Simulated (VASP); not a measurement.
**C: single point with PBE+D3(BJ)**

The system is C.

```xyz
4
Lattice="2.4666 0.0000 0.0000 -1.2333 2.1361 0.0000 0.0000 0.0000 6.9335" Properties=species:S:1:pos:R:3 pbc="T T T"
C     0.0000    0.0000    0.0173
C     0.0000    0.0000    3.4841
C     0.0000    1.4241    0.0173
C     1.2333    0.7120    3.4841
```

| Item | Value |
| --- | --- |
| Program | VASP 6.6.1 |
| Task | single point |
| Functional | PBE |
| Dispersion | D3(BJ) |
| Potentials or basis | VASP PAW PBE potentials, release 64 (C) |
| Cutoff | 520 eV |
| k mesh | 21 × 21 × 6 |
| Occupations | gaussian, width 0.1 eV |
| Spin | no spin polarisation |
| Dipole correction | no |
| Further INCAR settings | ALGO = Normal; EDIFF = 1e-06; NBANDS = 16 |

| Property | Result |
| --- | --- |
| Pressure | -0.4 GPa |
| Band gap on the k mesh | none (metal or under the smearing width) |
| Dispersion energy per atom | -0.150 eV |

Stress tensor (GPa, compression positive):
```
-0.09  0.00  0.00
 0.00 -0.09  0.00
 0.00  0.00 -0.88
```

Levels at points of the mesh, in eV from the Fermi level:
```tsv
k point	band 5	band 6	band 7	band 8	band 9	band 10	band 11	band 12
(0.00, 0.00, 0.00)	-3.02	-3.02	-3.01	-3.01	4.04	8.31	8.31	8.35
(0.00, 0.00, 0.50)	-3.01	-3.01	-3.01	-3.01	6.43	6.43	8.33	8.33
```

It took 91 s on 1 thread of Intel(R) Xeon(R) Platinum 8259CL CPU @ 2.50GHz (Skylake/Cascade Lake), on a shared host, peak memory 0.21 GiB.
